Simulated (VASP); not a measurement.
# InSe: relaxation of cell and atoms with PBEsol

Crystal: InSe.

```
In Se
1.0
     4.05000    0.00000    0.00000
    -2.02500    3.50740    0.00000
     0.00000    0.00000   16.93000
In Se
4 4
Direct
  0.33333 0.66667 0.15700
  0.66667 0.33333 0.65700
  0.33333 0.66667 0.34300
  0.66667 0.33333 0.84300
  0.33333 0.66667 0.60200
  0.66667 0.33333 0.10200
  0.33333 0.66667 0.89800
  0.66667 0.33333 0.39800
```

```json
{
 "Program": "VASP 6.6.1",
 "Task": "relaxation of cell and atoms",
 "Functional": "PBEsol",
 "Potentials or basis": "VASP PAW PBE potentials, release 64 (In_d, Se)",
 "Cutoff": "600 eV",
 "k mesh": "9 × 9 × 2",
 "Occupations": "gaussian, width 0.03 eV",
 "Spin": "no spin polarisation",
 "Further INCAR settings": "ALGO = Normal; EDIFF = 1e-06; IBRION = 2; EDIFFG = -0.01; NSW = 90; ISIF = 3"
}
```

```
Relaxed volume                         : 29.63 Å³/atom
Relaxed cell                           : a = 4.007 Å, b = 4.007 Å, c = 17.047 Å, α = 90.00°, β = 90.00°, γ = 120.00°
Space group after relaxing (to 0.05 Å) : P6_3/mmc (No. 194)
Energy gained by relaxing              : 210.8 meV/atom
Ionic steps                            : 12
Pressure after relaxing                : 0.0 GPa
Largest force after relaxing           : 0.009 eV/Å
Band gap on the k mesh                 : 0.44 eV, direct
```

Forces on the atoms (eV/Å):
```
In   0.000  0.000  0.001
In   0.000  0.000  0.001
In   0.000  0.000 -0.001
In   0.000  0.000 -0.001
Se   0.000  0.000 -0.009
Se   0.000  0.000 -0.009
Se   0.000  0.000  0.009
Se   0.000  0.000  0.009
```

Step by step:
| step | energy change (eV) | largest force (eV/Å) | pressure (GPa) | volume (Å³) |
| --- | --- | --- | --- | --- |
| 1 | 0.0000 | 2.7589 | 5.15 | 240.49 |
| 2 | -0.9796 | 0.2448 | -4.31 | 275.28 |
| 3 | -1.1802 | 0.8728 | -2.32 | 263.96 |
| 4 | -1.4829 | 0.3040 | -1.29 | 251.18 |
| 5 | -1.5395 | 0.2275 | -0.37 | 243.60 |
| 6 | -1.6415 | 0.2735 | 0.52 | 237.56 |
| 7 | -1.6557 | 0.3114 | 1.16 | 233.98 |
| 8 | -1.6754 | 0.1490 | -0.53 | 238.54 |
| 9 | -1.6854 | 0.0600 | 0.06 | 236.89 |
| 10 | -1.6854 | 0.0633 | 0.08 | 236.83 |
| 11 | -1.6862 | 0.0192 | 0.00 | 237.11 |
| 12 | -1.6862 | 0.0087 | 0.01 | 237.04 |

Final structure:
```cif
data_structure
_symmetry_space_group_name_H-M 'P 1'
_symmetry_Int_Tables_number 1
_cell_length_a 4.0071
_cell_length_b 4.0071
_cell_length_c 17.0470
_cell_angle_alpha 90.000
_cell_angle_beta 90.000
_cell_angle_gamma 120.000
_cell_volume 237.04
loop_
_atom_site_label
_atom_site_type_symbol
_atom_site_fract_x
_atom_site_fract_y
_atom_site_fract_z
_atom_site_occupancy
In1 In 0.33333 0.66667 0.16859 1
In2 In 0.66667 0.33333 0.66859 1
In3 In 0.33333 0.66667 0.33141 1
In4 In 0.66667 0.33333 0.83141 1
Se1 Se 0.33333 0.66667 0.59349 1
Se2 Se 0.66667 0.33333 0.09349 1
Se3 Se 0.33333 0.66667 0.90651 1
Se4 Se 0.66667 0.33333 0.40651 1
```

Levels at points of the mesh, in eV from the valence-band top:
```
           k point  band 36  band 37  band 38  band 39  band 40  band 41
(0.00, 0.00, 0.00)    -1.04    -1.04     0.00     0.44     1.66     2.11
(0.00, 0.00, 0.50)    -1.07    -0.86    -0.86     1.21     1.21     2.12
```

It took 25 min on 2 MPI ranks on AMD EPYC 7R13 Processor (Zen 3) (shared host), peak memory 0.54 GiB a rank.

Caveat: the PAW data sets were made with another functional, which shifts forces and pressure a little; spin-orbit coupling is left out, which moves the levels of the heavy elements; this functional lacks dispersion, which binds the layers, so the pressure and a relaxed spacing across them are unreliable. Expect the measured gap to be larger: semilocal functionals such as PBEsol lack the derivative discontinuity.
